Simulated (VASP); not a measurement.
Input:

```yaml
crystal:
  lattice:
    - [2.93363, 0.00000, 0.00000]
    - [0.00000, 2.93363, 0.00000]
    - [0.00000, 0.00000, 2.93363]
  atoms:
    - { symbol: Ni, position: [0.00000, 0.00000, 0.00000] }
    - { symbol: Ge, position: [0.50000, 0.50000, 0.50000] }
```

Level of theory: r2SCAN meta-GGA, VASP's PBE PAW potentials (set 64) (plane waves; VASP 6.6.1). Run with 400 eV cut-off, 14×14×14 Γ-centred mesh, tetrahedra with Blöchl corrections, potentials Ni Ge_d.

Give the energies of bands 6 to 15 at the high-symmetry points, in eV from the Fermi level.

```json
[
 {"band": "6", "Γ": "-14.54", "X": "-11.07", "M": "-8.75", "R": "-5.38"},
 {"band": "7", "Γ": "-3.41", "X": "-8.49", "M": "-5.16", "R": "-5.38"},
 {"band": "8", "Γ": "-3.41", "X": "-3.07", "M": "-5.16", "R": "-5.38"},
 {"band": "9", "Γ": "-1.79", "X": "-2.76", "M": "-3.50", "R": "-3.96"},
 {"band": "10", "Γ": "-1.79", "X": "-2.76", "M": "-2.26", "R": "-1.35"},
 {"band": "11", "Γ": "-1.79", "X": "-1.75", "M": "-2.26", "R": "-1.35"},
 {"band": "12", "Γ": "2.68", "X": "-1.16", "M": "-1.38", "R": "2.25"},
 {"band": "13", "Γ": "2.68", "X": "7.27", "M": "-0.11", "R": "2.25"},
 {"band": "14", "Γ": "2.68", "X": "7.27", "M": "1.37", "R": "2.25"},
 {"band": "15", "Γ": "8.80", "X": "9.60", "M": "7.87", "R": "2.40"}
]
```

It has no gap at this level: it comes out as a metal or semimetal.

The structure was generated: NiGe was put into the CsCl type (Pm-3m), which need not be its known phase. It was relaxed first, which changed the volume by +6 %. The run is not spin-polarised, so no magnetic state was tried.
